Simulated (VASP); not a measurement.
Here is the system:

```yaml
crystal:
  lattice:
    - [0.00000, 2.96000, 2.96000]
    - [2.96000, 0.00000, 2.96000]
    - [2.96000, 2.96000, 0.00000]
  atoms:
    - { symbol: Ca, position: [0.00000, 0.00000, 0.00000] }
    - { symbol: Se, position: [0.50000, 0.50000, 0.50000] }
```

Level of theory: PBE GGA, VASP's PBE PAW potentials (set 64) (plane waves; VASP). Numerical set-up: 400 eV cut-off, 9×9×9 Γ-centred mesh, Gaussian smearing of 0.050 eV, potentials Ca_sv Se.

Question: Predict the energy per atom (σ→0), pressure.

Answer: 
The energy per atom (σ→0) is -4.741 eV/atom. The pressure is 1.11 GPa.

The compound is CaSe in the rock salt structure. The cell was not relaxed at this level. The run is one of a series of settings (KPOINTS 9×9×9 Γ-centred mesh against the base run), some of them coarse on purpose.
